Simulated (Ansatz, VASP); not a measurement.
# Two plane-wave programs on Zn2CdSe3

```
Zn Cd Se
1.0
     6.33052    0.00000    0.00000
    -3.16526    5.48239    0.00000
     0.00000    0.00000    4.12906
Zn Cd Se
2 1 3
Direct
  0.66667 0.33333 0.00000
  0.33333 0.66667 0.00000
  0.00000 0.00000 0.00000
  0.50000 0.50000 0.50000
  0.50000 0.00000 0.50000
  0.00000 0.50000 0.50000
```

Change from the starting cell: species swapped into the YSi2Ru3 type (P6/mmm, No. 191).

Alike in both runs: task single point; functional PBE; k mesh 3 × 3 × 4; occupations gaussian, width 0.1 eV; no spin polarisation.

```csv
,VASP,Ansatz
version,VASP 6.6.1,Ansatz 0.2.0
potentials or method,"VASP PAW PBE potentials, release 64 (Zn, Cd, Se)","scalar-relativistic, plane waves, PAW"
plane-wave cutoff (eV),520,420
valence electrons in the cell,54,92
```

Ansatz gave:

| Quantity | Value |
| --- | --- |
| gap on the k mesh at the Fermi level (eV) | none |
| pressure (GPa) | -1.8 |
| largest component of the traceless stress (GPa) | 4.38 |

Q: Which values does VASP return?

A: gap on the k mesh at the Fermi level (eV): none; pressure (GPa): -1.7; largest component of the traceless stress (GPa): 4.35.

A gap of «none» marks a metal or a gap that the smearing closes. With one functional, cell and mesh, what is left measures potentials, basis and numerics. The two sets of potentials don't hold the same shells in valence.

Caveats: the k mesh is coarse (spacing up to 0.38 Å⁻¹), so the values aren't converged.
